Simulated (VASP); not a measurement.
Data:

```yaml
crystal:
  lattice:
    - [4.09648, 0.00000, 0.00000]
    - [0.00000, 4.09648, 0.00000]
    - [0.00000, 0.00000, 4.09648]
  atoms:
    - { symbol: Sr, position: [0.50000, 0.50000, 0.50000] }
    - { symbol: Hf, position: [0.00000, 0.00000, 0.00000] }
    - { symbol: O, position: [0.00000, 0.50000, 0.00000] }
    - { symbol: O, position: [0.50000, 0.00000, 0.00000] }
    - { symbol: O, position: [0.00000, 0.00000, 0.50000] }
```

Level of theory: PBEsol GGA, VASP's PBE PAW potentials (set 64) (plane waves; VASP). Run with 520 eV cut-off, Gaussian smearing of 0.050 eV, potentials Sr_sv Hf_pv O.

Unless said otherwise, spin-orbit coupling is left out, though it shifts the bands of the heavy elements here.

Give the energies of bands 11 to 22 at the high-symmetry points, in eV from the valence-band maximum.

```
band      Γ      X      M      R
----  -----  -----  -----  -----
11    -2.03  -4.18  -4.41  -4.54
12    -2.03  -2.29  -4.29  -3.97
13    -2.03  -2.13  -3.99  -3.97
14    -1.04  -2.13  -2.54  -3.57
15    -1.04  -2.07  -2.54  -3.57
16    -1.04  -2.07  -1.47  -3.57
17    -0.28  -1.73  -1.47   0.00
18    -0.28  -0.48  -0.92   0.00
19    -0.28  -0.48  -0.08   0.00
20     3.69   4.28   6.55   6.19
21     3.69   6.49   6.55   6.19
22     3.69   6.62   6.76   6.19
```

The gap is indirect, 3.69 eV, from the valence maximum at R to the conduction minimum at Γ.

The structure comes from a computed database's SrHfO3 entry (Pm-3m); how it stands against other phases isn't given here. It was relaxed first.
